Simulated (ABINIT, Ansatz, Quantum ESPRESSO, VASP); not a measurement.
Code comparison for LaS (Fm-3m, 2 atoms in the cell)

Self-consistent single point.

```
LaS
1.0
    0.00000     2.94160     2.94160
    2.94160     0.00000     2.94160
    2.94160     2.94160     0.00000
La S
1 1
Cartesian
  0.00000   0.00000   0.00000
  2.94160   2.94160   2.94160
```

All programs got the same cell, k-point mesh and kind of occupations (in Ansatz's words: kpoints.mp_grid.grid = 7 7 7; scf.occupations.method = fermi_dirac; scf.occupations.width = 0.0073 Ry); potentials, basis and cutoffs are each program's usual ones.

```json
[
 {"code": "VASP", "model": "PBEsol, VASP's PBE PAW potentials (set 64)", "pressure (GPa)": "-3.43", "cutoff": "300 eV"},
 {"code": "Ansatz", "model": "PBEsol, default PAW files made with PBE", "pressure (GPa)": "-3.13", "cutoff": "default"},
 {"code": "Quantum ESPRESSO", "model": "PBEsol, GBRV 1.5 ultrasoft (PBESOL) pseudopotentials", "pressure (GPa)": "-3.14", "cutoff": "40 Ry"},
 {"code": "ABINIT", "model": "PBEsol, norm-conserving pseudopotentials (PseudoDojo nc-sr-04 PBEsol standard)", "pressure (GPa)": "-3.23", "cutoff": "1497 eV"}
]
```

The spread over the programs that give each value: pressure within 0.30 GPa.

The starting cell comes from a database of computed structures (which also holds hypothetical and non-ambient phases and stackings), without a prior relaxation at this level. On Ansatz's run: In the base run, with a pressure of about -3 GPa the cell is away from its equilibrium volume at this level.

Problem. Why do the programs differ, and what cannot be compared?

Solution. Differences of this kind can come from the potentials, where these differ, and from what each basis and cutoff leave unconverged. The zero of total energies and Fermi levels follows the potentials and each program's conventions, so they are not compared here. Ansatz's pressure is given at a fixed set of plane waves, as the other plane-wave codes print theirs. Ansatz's smearing width was typed in Ry to four decimals, so it matches the others to a few per cent.

VASP's run is marked for a possible Pulay error in its stress at this cutoff; no cutoff test was made.

Left out of this page: CP2K, Elk, FLEUR and SIESTA (not drawn, or without a comparable value).

Ansatz is a first-principles code.

Keys are those of Ansatz 0.2.
